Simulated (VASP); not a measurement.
OSZICAR of a VASP run on SiNi (relaxed from the rocksalt structure, space group Fm-3m):

**OSZICAR**
```
       N       E                     dE             d eps       ncg     rms          rms(c)
DAV:   1     0.312535692026E+02    0.31254E+02   -0.59037E+03  1616   0.121E+03
DAV:   2    -0.220088568616E+02   -0.53262E+02   -0.50092E+02  1630   0.205E+02
DAV:   3    -0.236871224226E+02   -0.16783E+01   -0.16484E+01  1798   0.441E+01
DAV:   4    -0.237122566539E+02   -0.25134E-01   -0.25119E-01  1851   0.507E+00
DAV:   5    -0.237128322381E+02   -0.57558E-03   -0.57555E-03  1833   0.804E-01    0.127E+01
DAV:   6    -0.244026860132E+02   -0.68985E+00   -0.52206E+01  1710   0.145E+02    0.188E+01
DAV:   7    -0.204967262530E+02    0.39060E+01   -0.14127E+01  1788   0.846E+01    0.304E+00
DAV:   8    -0.205045268925E+02   -0.78006E-02   -0.10532E+00  2103   0.166E+01    0.217E+00
DAV:   9    -0.204838823340E+02    0.20645E-01   -0.10808E-01  1782   0.540E+00    0.367E-01
DAV:  10    -0.204969753510E+02   -0.13093E-01   -0.21965E-02  1835   0.234E+00    0.304E-01
DAV:  11    -0.204967014483E+02    0.27390E-03   -0.38322E-03  1843   0.118E+00    0.920E-02
DAV:  12    -0.204965953793E+02    0.10607E-03   -0.27323E-04  1662   0.224E-01    0.230E-02
DAV:  13    -0.204967938810E+02   -0.19850E-03   -0.22934E-04  1665   0.215E-01    0.156E-02
DAV:  14    -0.204967776493E+02    0.16232E-04   -0.13617E-05  1786   0.529E-02    0.983E-03
DAV:  15    -0.204967841447E+02   -0.64954E-05   -0.40279E-06  1701   0.312E-02    0.353E-03
DAV:  16    -0.204967717839E+02    0.12361E-04   -0.73062E-07   855   0.170E-02    0.716E-04
DAV:  17    -0.204967754445E+02   -0.36607E-05   -0.99336E-08   843   0.334E-03    0.332E-04
DAV:  18    -0.204967751699E+02    0.27461E-06   -0.30095E-08   831   0.270E-03
   1 F= -.20496775E+02 E0= -.20497057E+02  d E =-.204968E+02
       N       E                     dE             d eps       ncg     rms          rms(c)
DAV:   1    -0.204996162428E+02   -0.28408E-02   -0.30786E-02  1686   0.352E+00    0.500E-01
DAV:   2    -0.205032017765E+02   -0.35855E-02   -0.80603E-02  1760   0.551E+00    0.675E-01
DAV:   3    -0.204968555875E+02    0.63462E-02   -0.32722E-02  1746   0.355E+00    0.730E-02
DAV:   4    -0.204967971942E+02    0.58393E-04   -0.28581E-04  1608   0.150E-01    0.221E-02
DAV:   5    -0.204967994870E+02   -0.22928E-05   -0.27833E-05  2016   0.925E-02    0.837E-03
DAV:   6    -0.204967925592E+02    0.69278E-05   -0.30182E-06  1620   0.195E-02    0.285E-03
DAV:   7    -0.204967985793E+02   -0.60201E-05   -0.13818E-06  1049   0.127E-02    0.105E-03
DAV:   8    -0.204967958201E+02    0.27592E-05   -0.53882E-07   810   0.101E-02    0.128E-03
DAV:   9    -0.204967963576E+02   -0.53749E-06   -0.65367E-08   810   0.497E-03
   2 F= -.20496796E+02 E0= -.20497088E+02  d E =-.211877E-04
       N       E                     dE             d eps       ncg     rms          rms(c)
DAV:   1    -0.204972938494E+02   -0.49803E-03   -0.51397E-03  1689   0.144E+00    0.204E-01
DAV:   2    -0.204978849183E+02   -0.59107E-03   -0.13409E-02  1772   0.225E+00    0.274E-01
DAV:   3    -0.204968314810E+02    0.10534E-02   -0.55141E-03  1740   0.145E+00    0.302E-02
DAV:   4    -0.204968216107E+02    0.98702E-05   -0.45917E-05  1611   0.618E-02    0.865E-03
DAV:   5    -0.204968187792E+02    0.28315E-05   -0.45718E-06  1402   0.380E-02    0.319E-03
DAV:   6    -0.204968215050E+02   -0.27258E-05   -0.54130E-07   834   0.100E-02    0.113E-03
DAV:   7    -0.204968195112E+02    0.19938E-05   -0.24792E-07   798   0.688E-03    0.254E-04
DAV:   8    -0.204968206588E+02   -0.11476E-05   -0.67113E-08   801   0.250E-03    0.432E-04
DAV:   9    -0.204968204312E+02    0.22761E-06   -0.10416E-08   795   0.129E-03
   3 F= -.20496820E+02 E0= -.20497108E+02  d E =-.452612E-04
```

### Question
Which electronic solver shows in the log?

### Answer
It is blocked Davidson (ALGO = Normal, or the opening steps of other solvers). The INCAR had ALGO = Normal.

### Question
How was spin treated?

### Answer
Without spin polarisation: there is no mag entry.

### Question
Can the final energy be trusted as converged?

### Answer
Self-consistency was reached. It stopped with EDIFF = 1E-6, NELM = 100, NSW = 60 and EDIFFG = -0.01 after 3 ionic steps (r2SCAN meta-GGA, plane waves, VASP's PBE PAW potentials (set 64)).

The structure was generated: SiNi was put into the rocksalt type (Fm-3m), which need not be its known phase. This run relaxes it. Symmetry was kept, so distortions that lower it aren't found. The start is the result of an earlier pass. The run is not spin-polarised, so no magnetic state was tried.
